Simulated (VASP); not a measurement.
Wanted: the native input for a VASP 6.6.1 run.

```
Task                   : single point
Functional             : PBE
Potentials or basis    : VASP PAW PBE potentials, release 64 (Ta_pv, F)
Cutoff                 : 520 eV
k mesh                 : 5 × 5 × 5
Occupations            : gaussian, width 0.05 eV
Spin                   : collinear spin, twin_end start
Starting moments       : [0.84, 0.06, 0.06, 0.06] μB
Hubbard terms          : Ta d U = 7.0 eV, J = 0.9 eV
Dipole correction      : no
LDAUTYPE               : 1
Hund's J               : 0.9
Further INCAR settings : ALGO = Normal; EDIFF = 1e-07; NBANDS = 28
```

The structure of TaF3 lies in POSCAR:

```
TaF3
1.0
    3.9012005900      0.0000000000      0.0000000000
    0.0000000000      3.9012005900      0.0000000000
    0.0000000000      0.0000000000      3.9012005900
Ta F
1 3
Direct
    0.0000000000      0.0000000000      0.0000000000
    0.5000000000      0.0000000000      0.0000000000
    0.0000000000      0.5000000000      0.0000000000
    0.0000000000      0.0000000000      0.5000000000
```

One way to write it, as run:

INCAR

```
SYSTEM = TaF3
  PREC = Accurate
  ENCUT = 520
  EDIFF = 1E-7
  ISMEAR = 0
  SIGMA = 0.05
  LREAL = .FALSE.
  LASPH = .TRUE.
  NELM = 150
  ALGO = Normal
  ISIF = 2
  LWAVE = .FALSE.
  LCHARG = .FALSE.
  ISPIN = 2
  MAGMOM = 0.84 0.06 0.06 0.06
  LORBIT = 11
  LMAXMIX = 4
  LDAU = .TRUE.
  LDAUTYPE = 1
  LDAUL = 2 -1
  LDAUU = 7 0
  LDAUJ = 0.9 0
  LDAUPRINT = 1
  GGA = PE
  NBANDS = 28
```

KPOINTS

```
Automatic mesh
0
G
  5 5 5
  0 0 0
```

Potentials or basis: VASP PAW PBE potentials, release 64 (Ta_pv, F).

Launch:

```console
$ cat potpaw_PBE.64/Ta_pv/POTCAR potpaw_PBE.64/F/POTCAR > POTCAR
$ mpirun -np 1 vasp_std > vasp.out
```

Results of the run:

The pressure is 39.9 GPa and the band gap on the k mesh is none (metal or under the smearing width). The net moment is 2.00 μB per cell, the site moments are Ta +1.61; F +0.01 μB and the valence electrons inside the program's atomic spheres are Ta 9.02; F 6.20.

Caveat: a pressure of tens of GPa on the cell as given is suspect, and the run, the potentials or the cell itself is likely at fault.

Run time: 21 s on 1 thread of AMD EPYC 9R45 96-Core Processor (Zen 5) (shared host), peak memory 0.16 GiB.
